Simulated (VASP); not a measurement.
```
CELL_PARAMETERS angstrom
      0.00000     2.81282     2.81282
      2.81282     0.00000     2.81282
      2.81282     2.81282     0.00000
ATOMIC_POSITIONS crystal
  Ba 0.00000 0.00000 0.00000
  O  0.50000 0.50000 0.50000
```

The numbers are results of rev-vdW-DF2, VASP's PBE PAW potentials (set 64) (plane waves; VASP), not measurements. Numerical set-up: 520 eV cut-off, 8×8×8 Γ-centred mesh, Gaussian smearing of 0.050 eV, potentials Ba_sv O.

Q: The job: BaO (rock salt), 2 atoms, rev-vdW-DF2, static run, 520 eV, 8×8×8 Γ-centred mesh. Roughly how much core time does it take on a busy server core?

A: About 30 core-seconds (one run on a shared machine, a rough figure). It had 29 irreducible k-points, 12 bands, up to 1243 plane waves and 15 electronic steps.

The compound is BaO in the rock salt structure. This cell is one point of a volume scan, at 1.03 of the reference volume.
